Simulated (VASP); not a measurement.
An input for Quantum ESPRESSO's pw.x (written as the equivalent of a VASP run, and not itself run):

```
&CONTROL
  calculation = 'scf'
  pseudo_dir = './pseudo'
  outdir = './out'
  tprnfor = .true.
  tstress = .true.
/
&SYSTEM
  ibrav = 0
  nat = 2
  ntyp = 2
  ecutwfc = 84
  occupations = 'smearing'
  smearing = 'gaussian'
  degauss = 0.003675
  input_dft = 'vdw-df-obk8'
/
&ELECTRONS
  conv_thr = 7.3e-09
  electron_maxstep = 100
/
ATOMIC_SPECIES
  Mg 24.305 Mg.upf
  O 15.999 O.upf
CELL_PARAMETERS angstrom
     0.0000000    2.0901249    2.0901249
     2.0901249    0.0000000    2.0901249
     2.0901249    2.0901249    0.0000000
ATOMIC_POSITIONS crystal
  Mg   0.0000000  0.0000000  0.0000000
  O    0.5000000  0.5000000  0.5000000
K_POINTS automatic
  11 11 11 0 0 0
```

### Question
Translate this input to VASP (INCAR, KPOINTS, POSCAR, choice of POTCAR).

### Answer
Several could match; the one computed here: 
KPOINTS:
```
Automatic
0
Gamma
 11 11 11
0 0 0
```

### INCAR
```
SYSTEM = MgO
PREC = Accurate
ENCUT = 520
EDIFF = 1E-7
NELM = 100
ALGO = Normal
LREAL = .FALSE.
LASPH = .TRUE.
ISMEAR = 0
SIGMA = 0.05
GGA = BO
PARAM1 = 0.1833333333
PARAM2 = 0.22
LUSE_VDW = .TRUE.
AGGAC = 0.0
LWAVE = .FALSE.
LCHARG = .FALSE.
ISIF = 2
```

**POSCAR**
```
MgO
2.0901250
  0.0000000000   0.9999999466   0.9999999466
  0.9999999466   0.0000000000   0.9999999466
  0.9999999466   0.9999999466   0.0000000000
Mg O
1 1
Cart
  0.0000000000   0.0000000000   0.0000000000
  0.9999999466   0.9999999466   0.9999999466
```

POTCAR, in this order: Mg O (PBE.64 set). Program: vasp_std.

Limits of the translation: the potentials are each code's own (VASP's PAW set, PseudoDojo norm-conserving files in pw.x), so ENCUT and ecutwfc are chosen apart and not converted; conv_thr bounds pw.x's estimated SCF error, while EDIFF bounds the energy change between steps.

The compound is MgO in the rock salt structure. This cell is one point of a volume scan, at 0.97 of the reference volume.
